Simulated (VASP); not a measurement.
Input:

```
CELL_PARAMETERS angstrom
      0.00000     2.24945     2.24945
      2.24945     0.00000     2.24945
      2.24945     2.24945     0.00000
ATOMIC_POSITIONS crystal
  B  0.00000 0.00000 0.00000
  P  0.25000 0.25000 0.25000
```

Level of theory: TPSS meta-GGA, VASP's PBE PAW potentials (set 64) (plane waves; VASP 6.6.1). Settings: 520 eV cut-off, 10×10×10 Γ-centred mesh, Gaussian smearing of 0.050 eV, potentials B P.

Q: Give the stress tensor in GPa (positive for a compressed cell).

A: 
```
5.22  0.00  0.00
0.00  5.22  0.00
0.00  0.00  5.22
```
The pressure is its mean diagonal, 5.22 GPa.

The compound is BP in the zinc blende structure. This cell is one point of a volume scan, at 0.97 of the reference volume.
